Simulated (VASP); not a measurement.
VASP ran on this input.

File POSCAR:
```
Li2Se
1
    0.0000000000     2.6526153147     2.6526153147
    2.6526153147     0.0000000000     2.6526153147
    2.6526153147     2.6526153147    -0.0000000000
Li Se
2 1
Direct
  0.2500000000   0.2500000000   0.2500000000
  0.7500000000   0.7500000000   0.7500000000
  0.0000000000   0.0000000000   0.0000000000
```

**INCAR**
```
SYSTEM = Li2Se
PREC = Accurate
ENCUT = 620
EDIFF = 1E-6
NELM = 100
ALGO = Normal
LREAL = .FALSE.
LASPH = .TRUE.
ISMEAR = 0
SIGMA = 0.05
LMAXMIX = 4
LWAVE = .FALSE.
LCHARG = .FALSE.
IBRION = 2
ISIF = 3
NSW = 40
EDIFFG = -0.02
PSTRESS = 200
```

KPOINTS:
```
Automatic mesh
0
Gamma
7 7 7
0 0 0
```

POTCAR, in this order: Li_sv Se (LDA.64 set). Program: vasp_std.

Problem. Translate this LDA calculation to Ansatz.

Solution. One equivalent input (not run):
Ansatz 0.2 input:
```yaml
crystal:
  lattice:
    - [0.0000000, 2.6526153, 2.6526153]
    - [2.6526153, 0.0000000, 2.6526153]
    - [2.6526153, 2.6526153, 0.0000000]
  atoms:
    - { symbol: Li, position: [0.2500000, 0.2500000, 0.2500000] }
    - { symbol: Li, position: [0.7500000, 0.7500000, 0.7500000] }
    - { symbol: Se, position: [0.0000000, 0.0000000, 0.0000000] }
kpoints:
  mp_grid: { grid: [7, 7, 7] }
hamiltonian:
  xc: lda
  pseudopotentials: { kind: paw }
scf:
  occupations: { method: gaussian, width: 0.05 }
  max_iter: 100
relax:
  max_steps: 40
  f_tol: 0.02
  cell: { p_target: 20 }
output: { forces: true, stress: true, eigenvalues: true }
```
Limits of the translation: each code has its own PAW files, so the cut-off isn't converted (ENCUT is set for VASP's; basis.ecutwfc is left out, and Ansatz then takes the one that its files recommend); Ansatz stops its SCF on the density residual and VASP on the energy change (EDIFF); Ansatz's lda is the Perdew-Wang form, while the LDA potentials of VASP carry Perdew-Zunger's.

The compound is Li2Se in the antifluorite structure. It was relaxed first under an external pressure of 20 GPa.
